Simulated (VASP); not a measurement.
Bulk modulus against bond length in zinc-blende III-V compounds

r2SCAN in VASP (plane waves, PAW). Static lattice, from a third-order Birch-Murnaghan fit over five volumes at each level. The bond length is the nearest-neighbour distance.

Here d stands for bond length and y for ln of B0 in GPa.

| solid | bond length (Å) | ln of B0 in GPa | cut-off (eV) |
|---|---|---|---|
| BN | 1.565 | 5.966 | 520 |
| AlN | 1.892 | 5.359 | 520 |
| GaN | 1.952 | 5.271 | 520 |
| BAs | 2.073 | 4.957 | 520 |
| GaP | 2.360 | 4.481 | 520 |
| InP | 2.557 | ? | 520 |
| InAs | 2.646 | 4.042 | 520 |
| InSb | 2.840 | 3.768 | 520 |

Q: Using a straight line in ln d, estimate the missing y at d = 2.557 from the other rows, showing the fit.

A: With u = ln d - 0.77, the rows have u = -0.32211, -0.13237, -0.10115, -0.04100, 0.08866, 0.20305, 0.27380. Means: u -0.0044457, y 4.8349. About the means, the sum of products is -0.96733 and the sum of squares of u is 0.25711; the slope is their ratio. Least squares gives y = 4.8181 - 3.7623·u. Residuals (row less fit): -0.0640, 0.0429, 0.0723, -0.0154, -0.0035, -0.0122, -0.0200; standard error 0.0489 (degrees of freedom: 5). The slope is -3.76 with a standard error of 0.096. So B0 goes as d to the power -3.8 over these rows; such a law is empirical and holds within one kind of bonding. At the withheld row, u = 0.16883, so y = 4.8181 - 3.7623 × 0.16883 = 4.1829. The calculation gives 4.224, 0.0411 above the prediction (1.9 % of the range of y in the table). The row lies between fitted rows. From the scatter of the fitted rows alone, a prediction at this place has a standard error of 0.0549, so the miss is 0.7 times that.

The run's B0 for InP is 68 GPa. AlN is here a metastable form; wurtzite is the usual one. GaN is here a metastable form; wurtzite is the usual one. The rows are a random draw from the solids of this series computed here; series whose standard error about the line passes 12 to 30 % of the range of y, or with no trend, aren't shown in this form.
